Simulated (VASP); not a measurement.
An input for Ansatz (written as the equivalent of a VASP run, and not itself run):

Ansatz 0.2 input:
```yaml
crystal:
  lattice:
    - [0.0000000, 2.9519750, 2.9519750]
    - [2.9519750, 0.0000000, 2.9519750]
    - [2.9519750, 2.9519750, 0.0000000]
  atoms:
    - { symbol: In, position: [-0.0014460, -0.0006570, -0.0003960] }
    - { symbol: P, position: [0.2514460, 0.2506570, 0.2503960] }
kpoints:
  mp_grid: { grid: [8, 8, 8] }
hamiltonian:
  xc: lda
  pseudopotentials: { kind: paw }
scf:
  occupations: { method: fermi_dirac, width: 0.05 }
  max_iter: 100
output: { forces: true, stress: true, eigenvalues: true }
```

Task: Translate this input to VASP (INCAR, KPOINTS, POSCAR, choice of POTCAR).

Result: Several could match; the one computed here: 
INCAR:
```
SYSTEM  =  InP
PREC  =  Accurate; ENCUT  =  300; LREAL  =  .False.
LASPH  =  .True.
EDIFF  =  1E-6; NELM  =  100; ALGO  =  Normal
LMAXMIX  =  4
ISMEAR  =  -1; SIGMA  =  0.05
ISIF  =  2
LWAVE  =  .False.; LCHARG  =  .False.
```

**POSCAR**
```
InP
4.1747230
  0.0000000000   0.7071067949   0.7071067949
  0.7071067949   0.0000000000   0.7071067949
  0.7071067949   0.7071067949   0.0000000000
In P
1 1
Cart
 -0.0007445835  -0.0013024907  -0.0014870456
  0.3542979809   0.3548558882   0.3550404430
```

File KPOINTS:
```
Automatic
0
G
8 8 8
```

POTCAR, in this order: In_d P (LDA.64 set). Program: vasp_std.

Limits of the translation: each code has its own PAW files, so the cut-off isn't converted (ENCUT is set for VASP's; basis.ecutwfc is left out, and Ansatz then takes the one that its files recommend); Ansatz stops its SCF on the density residual and VASP on the energy change (EDIFF); Ansatz's lda is the Perdew-Wang form, while the LDA potentials of VASP carry Perdew-Zunger's.

The structure comes from a computed database's InP entry; how it stands against other phases isn't given here. The cell was not relaxed at this level, atoms are displaced from their ideal sites. The run is one of a series of settings (GGA removed, POTCAR In_d P (LDA.64 set) against the base run), some of them coarse on purpose.
